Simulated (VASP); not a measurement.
# SrLi2FeS4 (I-42m) in VASP: single point with r2SCAN

Aim: the single point of SrLi2FeS4 with r2SCAN.

Everything below comes from runs of VASP 6.6.1. Logs are shortened: lines on timing, memory, paths and dates and some standing lists are left out, and cuts for length are marked.

### Step 1. Starting point

The structure is tetragonal, space group I-42m (No. 121). Conventional cell: a = 6.562 Å, b = 6.562 Å, c = 7.803 Å, α = 90.00°, β = 90.00°, γ = 90.00°. Around Fe (site symmetry -42m) lie 4 S at 2.34 Å. Sr (site symmetry -42m) has 8 S at 3.03 to 3.20 Å as nearest neighbours. Li (site symmetry -4) has 4 S at 2.43 Å as nearest neighbours. Around S (site symmetry m) lie 1 Fe at 2.34 Å and 2 Li at 2.43 Å.

The cell was built by a generator and needn't be a form met in nature.

### Step 2. Single point, r2SCAN

Contents of POSCAR:

```
SrLi2FeS4
1.0
   -3.2811856000      3.2811856000      3.9015506200
    3.2811856000     -3.2811856000      3.9015506200
    3.2811856000      3.2811856000     -3.9015506200
Fe Sr Li S
1 1 2 4
Direct
    0.0000000000      0.0000000000      0.0000000000
    0.5000000000      0.5000000000      0.0000000000
    0.2500000000      0.7500000000      0.5000000000
    0.7500000000      0.2500000000      0.5000000000
    0.0352600000      0.0352600000      0.4132000000
    0.9647400000      0.3779400000      0.0000000000
    0.6220600000      0.6220600000      0.5868000000
    0.3779400000      0.9647400000      0.0000000000
```

Contents of INCAR.step1:

```
SYSTEM = SrLi2FeS4
PREC = Accurate ; ENCUT = 520
ISMEAR = -1 ; SIGMA = 0.1
LREAL = .False. ; LASPH = .True.
NELM = 100 ; NBANDS = 34
GGA = PE ; ALGO = Normal
EDIFF = 1E-4 ; LWAVE = .True.
LCHARG = .False.
```

Contents of INCAR.step2:

```
SYSTEM = SrLi2FeS4
PREC = Accurate ; ENCUT = 520
EDIFF = 1E-6 ; ISMEAR = -1
SIGMA = 0.1 ; LREAL = .False.
LASPH = .True. ; NELM = 100
ALGO = Normal ; ISIF = 2
LWAVE = .False. ; LCHARG = .False.
METAGGA = R2SCAN ; LMIXTAU = .True.
NBANDS = 34 ; ISTART = 1
```

Contents of KPOINTS:

```
Automatic mesh
0
Gamma
  4 4 4
  0.5 0.5 0.5
```

Potentials or basis: VASP PAW PBE potentials, release 64 (Fe, Sr_sv, Li_sv, S).

Started as:

```console
cat potpaw_PBE.64/Fe/POTCAR potpaw_PBE.64/Sr_sv/POTCAR potpaw_PBE.64/Li_sv/POTCAR potpaw_PBE.64/S/POTCAR > POTCAR
cp INCAR.step1 INCAR
mpirun -np 1 vasp_std > vasp.out
cp INCAR.step2 INCAR
mpirun -np 1 vasp_std > vasp.out
```

OUTCAR:

```text
SYSTEM = SrLi2FeS4
   PREC = Accurate
   ENCUT = 520
   EDIFF = 1E-6
   ISMEAR = -1
   LREAL = .False.
   LASPH = .True.
   NELM = 100
   ISIF = 2
   METAGGA = R2SCAN
   ISTART = 1

 ion  position               nearest neighbor table
   1  0.000  0.000  0.000-   5 2.34   6 2.34   7 2.34   8 2.34   2 3.90   2 3.90
   2  0.500  0.500  0.000-   7 3.03   6 3.03   8 3.03   5 3.03   5 3.20   7 3.20   8 3.20   6 3.20
                             4 3.82   3 3.82   3 3.82   4 3.82   3 3.82   3 3.82   4 3.82   4 3.82
   3  0.250  0.750  0.500-   5 2.43   7 2.43   8 2.43   6 2.43   2 3.82   2 3.82   2 3.82   2 3.82

   4  0.750  0.250  0.500-   5 2.43   6 2.43   7 2.43   8 2.43   2 3.82   2 3.82   2 3.82   2 3.82

   5  0.035  0.035  0.413-   1 2.34   3 2.43   4 2.43   2 3.03   2 3.20
   6  0.965  0.378  0.000-   1 2.34   3 2.43   4 2.43   2 3.03   2 3.20
   7  0.622  0.622  0.587-   1 2.34   3 2.43   4 2.43   2 3.03   2 3.20
   8  0.378  0.965  0.000-   1 2.34   4 2.43   3 2.43   2 3.03   2 3.20

  LATTYP: Found a body centered tetragonal cell.
 ALAT       =     6.5623712000
 C/A-ratio  =     1.1890673359

  Lattice vectors:

 A1 = (  -3.2811856000,   3.2811856000,   3.9015506200)
 A2 = (   3.2811856000,  -3.2811856000,   3.9015506200)
 A3 = (   3.2811856000,   3.2811856000,  -3.9015506200)

Analysis of symmetry for initial positions (statically):
=====================================================================
 Subroutine PRICEL returns:
 Original cell was already a primitive cell.

 Routine SETGRP: Setting up the symmetry group for a
 body centered tetragonal supercell.

 Subroutine GETGRP returns: Found  8 space group operations
 (whereof  8 operations were pure point group operations)
 out of a pool of 16 trial point group operations.

The static configuration has the point symmetry D_2d.

Analysis of symmetry for dynamics (positions and initial velocities):
=====================================================================
 Subroutine PRICEL returns:
 Original cell was already a primitive cell.

 Routine SETGRP: Setting up the symmetry group for a
 body centered tetragonal supercell.

 Subroutine GETGRP returns: Found  8 space group operations
 (whereof  8 operations were pure point group operations)
 out of a pool of 16 trial point group operations.

The dynamic configuration has the point symmetry D_2d.

 Subroutine INISYM returns: Found  8 space group operations
 (whereof  8 operations are pure point group operations),
 and found     1 'primitive' translations

----------------------------------------------------------------------------------------

                                     Primitive cell

  volume of cell :     168.0192

  direct lattice vectors                    reciprocal lattice vectors
    -3.281185600  3.281185600  3.901550620     0.000000000  0.152383943  0.128154175
     3.281185600 -3.281185600  3.901550620     0.152383943  0.000000000  0.128154175
     3.281185600  3.281185600 -3.901550620     0.152383943  0.152383943  0.000000000

  length of vectors
     6.062545268  6.062545268  6.062545268     0.199108912  0.199108912  0.215503439

  position of ions in fractional coordinates (direct lattice)
     0.000000000  0.000000000  0.000000000
     0.500000000  0.500000000  0.000000000
     0.250000000  0.750000000  0.500000000
     0.750000000  0.250000000  0.500000000
     0.035260000  0.035260000  0.413200000
     0.964740000  0.377940000  0.000000000
     0.622060000  0.622060000  0.586800000
     0.377940000  0.964740000  0.000000000

  ion indices of the primitive-cell ions
   primitive index   ion index
                 1           1
                 2           2
                 3           3
                 4           4
                 5           5
                 6           6
                 7           7
                 8           8

----------------------------------------------------------------------------------------

 KPOINTS: Automatic mesh

Automatic generation of k-mesh.
 Grid dimensions read from file:
 generate k-points for:    4    4    4

 Generating k-lattice:

  Cartesian coordinates                     Fractional coordinates (reciprocal lattice)
     0.000000000  0.038095986  0.032038544     0.250000000  0.000000000  0.000000000
     0.038095986  0.000000000  0.032038544     0.000000000  0.250000000  0.000000000
     0.038095986  0.038095986  0.000000000     0.000000000  0.000000000  0.250000000

  Length of vectors
     0.049777228  0.049777228  0.053875860

  Shift w.r.t. Gamma in fractional coordinates (k-lattice)
     0.500000000  0.500000000  0.500000000

 Subroutine IBZKPT returns following result:
 ===========================================

 Found     11 irreducible k-points:

 Following reciprocal coordinates:
            Coordinates               Weight
  0.125000  0.125000  0.125000      8.000000
  0.375000  0.125000  0.125000      8.000000
 -0.125000  0.125000  0.125000      4.000000
  0.375000  0.375000  0.125000      4.000000
 -0.375000  0.375000  0.125000      8.000000
 -0.125000  0.375000  0.125000      8.000000
 -0.375000 -0.375000  0.125000      8.000000
 -0.125000 -0.375000  0.125000      8.000000
 -0.125000 -0.125000  0.125000      2.000000
 -0.375000  0.375000  0.375000      4.000000
 -0.375000 -0.375000  0.375000      2.000000
   k-points           NKPTS =     11   k-points in BZ     NKDIM =     11   number of bands    NBANDS=     34
   number of dos      NEDOS =    301   number of ions     NIONS =      8
   total plane-waves  NPLWV = 110592
   dimension x,y,z NGX =    48 NGY =   48 NGZ =   48
   dimension x,y,z NGXF=    96 NGYF=   96 NGZF=   96
   ions per type =               1   1   2   4
   NGX,Y,Z   is equivalent  to a cutoff of  13.16, 13.16, 13.16 a.u.
   NGXF,Y,Z  is equivalent  to a cutoff of  26.32, 26.32, 26.32 a.u.
 SYSTEM =  SrLi2FeS4
   PREC   = accura    normal or accurate (medium, high low for compatibility)
   ISTART =      1    job   : 0-new  1-cont  2-samecut
   ICHARG =      0    charge: 1-file 2-atom 10-const
   ISPIN  =      1    spin polarized calculation?
   LNONCOLLINEAR =      F non collinear calculations
   LSORBIT =      F    spin-orbit coupling
   LASPH  =      T    aspherical Exc in radial PAW
   ENCUT  =  520.0 eV  38.22 Ry    6.18 a.u.  11.27 11.27 11.27*2*pi/ulx,y,z
   NELM   =    100;   NELMIN=  2; NELMDL=  0     # of ELM steps
   EDIFF  = 0.1E-05   stopping-criterion for ELM
   LREAL  =      F    real-space projection
   EDIFFG = 0.1E-04   stopping-criterion for IOM
   NSW    =      0    number of steps for IOM
   IBRION =     -1    ionic relax: 0-MD 1-quasi-New 2-CG
   NFREE  =      0    steps in history (QN), initial steepest desc. (CG)
   ISIF   =      2    stress and relaxation
   ISYM   =      2    0-nonsym 1-usesym 2-fastsym
   POTIM  = 0.5000    time-step for ionic-motion
   TEBEG  =    0.0;   TEEND  =   0.0 temperature during run
   PSTRESS=    0.0 pullay stress
   NELECT =      48.0000    total number of electrons
   NUPDOWN=      -1.0000    fix difference up-down
   EMIN   =  10.00;   EMAX   =-10.00  energy-range for DOS
   EFERMI =   0.00;   METHOD = LEGACY
   ISMEAR =    -1;   SIGMA  =   0.10  broadening in eV -4-tet -1-fermi 0-gaus
   EFERMI_NEDOS =   21; number of points for ismear=-14 and -15
   IALGO  =     38    algorithm
   IMIX   =      4    mixing-type and parameters
     AMIX     =   0.40;   BMIX     =  1.00
     AMIX_MAG =   1.60;   BMIX_MAG =  1.00
  volume/ion in A,a.u.               =      21.00       141.73
  Fermi-wavevector in a.u.,A,eV,Ry     =   1.078207  2.037517 15.817197  1.162531
  Thomas-Fermi vector in A             =   2.214140
   LORBIT       =      0    0 simple, 1 ext, 2 COOP (PROOUT), +10 PAW based schemes
   METAGGA = R2SCAN    functional components
   LHFCALC =     F    Hartree Fock is set to
   AEXX    =    0.0000 exact exchange contribution
   IVDW    =     0    specifies the selected vdW correction
   LEPSILON=     F    determine dielectric tensor
   LRPA    =     F    only Hartree local field effects (RPA)
 non-spin polarized calculation
  energy-cutoff  :      520.00
  volume of cell :      168.02
 maximum number of plane-waves:      4552
 NGX is ok and might be reduce to    48
   NGX = 23   NGY = 23   NGZ = 23

 number of electron      47.9999993 magnetization

 Free energy of the ion-electron system (eV)
  ---------------------------------------------------
  ext. energy  EPLUGINS =         0.00000000
  ---------------------------------------------------
  free energy    TOTEN  =       -74.50150023 eV

  energy without entropy =      -74.46147793  energy(sigma->0) =      -74.48148908

 E-fermi :   2.3636     XC(G=0):  -9.3511

 val. band max:        2.1012534379   @ k =  -0.1250   0.1250   0.1250
 cond. band min:       2.7435888116   @ k =   0.3750   0.3750   0.1250
 fundamental gap:      0.6423353737
 Fermi energy:         2.3636025001

 k-point     1 :       0.1250    0.1250    0.1250
  band No.  band energies     occupation
      1     -44.1960      2.00000
      2     -44.1957      2.00000
      3     -33.3133      2.00000
      4     -14.7765      2.00000
      5     -14.7568      2.00000
      6     -14.7436      2.00000
[... 26 lines left out ...]
     33       9.0998      0.00000
     34       9.1839      0.00000

 k-point     2 :       0.3750    0.1250    0.1250
  band No.  band energies     occupation
      1     -44.1958      2.00000
      2     -44.1958      2.00000
      3     -33.3133      2.00000
      4     -14.7833      2.00000
      5     -14.7688      2.00000
      6     -14.7467      2.00000
[... 26 lines left out ...]
     33       8.7974      0.00000
     34       9.2190      0.00000
[... 294 lines left out ...]
     33       8.9874      0.00000
     34       9.3936      0.00000

 k-point    11 :      -0.3750   -0.3750    0.3750
  band No.  band energies     occupation
      1     -44.1959      2.00000
      2     -44.1958      2.00000
      3     -33.3132      2.00000
      4     -14.7807      2.00000
      5     -14.7807      2.00000
      6     -14.7768      2.00000
[... 26 lines left out ...]
     33       9.3816      0.00000
     34       9.4038      0.00000

------------------------ aborting loop because EDIFF is reached ----------------------------------------

  FORCE on cell =-STRESS in cart. coord.  units (eV):
  Direction    XX          YY          ZZ          XY          YZ          ZX
  --------------------------------------------------------------------------------------
  -------------------------------------------------------------------------------------
  Total       -5.4020692     -5.4020692     -6.1556249      0.0000000      0.0000000      0.0000000
  in kB      -51.5124133    -51.5124133    -58.6980808      0.0000000      0.0000000      0.0000000
  external PRESSURE =     -53.9076358 kB  Pullay stress =       0.0000000 kB

 VOLUME and BASIS-vectors are now :
 -----------------------------------------------------------------------------
  energy-cutoff  :      520.00
  volume of cell :      168.02
      direct lattice vectors                 reciprocal lattice vectors
    -3.281185600  3.281185600  3.901550620     0.000000000  0.152383943  0.128154175
     3.281185600 -3.281185600  3.901550620     0.152383943  0.000000000  0.128154175
     3.281185600  3.281185600 -3.901550620     0.152383943  0.152383943  0.000000000

 POSITION                                       TOTAL-FORCE (eV/Angst)
 -----------------------------------------------------------------------------------
      0.00000      0.00000      0.00000         0.000000      0.000000     -0.000000
      0.00000      0.00000      3.90155         0.000000      0.000000      0.000000
      3.28119      0.00000      1.95078         0.000000      0.000000     -0.000000
      0.00000      3.28119      1.95078         0.000000      0.000000     -0.000000
      1.35579      1.35579     -1.33698        -1.334202     -1.334202      1.264929
     -1.92540      1.92540      5.23853        -1.334202      1.334202     -1.264929
      1.92540      1.92540      2.56457         1.334202      1.334202      1.264929
      1.92540     -1.92540      5.23853         1.334202     -1.334202     -1.264929
 -----------------------------------------------------------------------------------
    total drift:                                0.000005      0.000005     -0.000003

  FREE ENERGIE OF THE ION-ELECTRON SYSTEM (eV)
  ---------------------------------------------------
  free  energy   TOTEN  =       -74.5015002288 eV

  energy  without entropy=      -74.4614779322  energy(sigma->0) =      -74.48148908
```

Run time: 3.4 min. Hardware: 1 thread of Intel Xeon Platinum 8488C (Sapphire Rapids), shared host; peak memory 0.4 GiB.

What came out:

```
Free energy            : -74.5015 eV
Largest force          : 2.272 eV/Å
Band gap on the k mesh : 0.64 eV, indirect (least direct gap 0.69 eV)
```

Forces on the atoms (eV/Å):
```
Fe   0.000  0.000  0.000
Sr   0.000  0.000  0.000
Li   0.000  0.000  0.000
Li   0.000  0.000  0.000
S   -1.334 -1.334  1.265
S   -1.334  1.334 -1.265
S    1.334  1.334  1.265
S    1.334 -1.334 -1.265
```

Caveat: the cutoff is under 1.25 times the usual one of these potentials, so pressure, stress and relaxed cells hold a basis-set (Pulay) error; the PAW data sets were made with another functional, which shifts forces and pressure a little. A k mesh can miss the band edges.
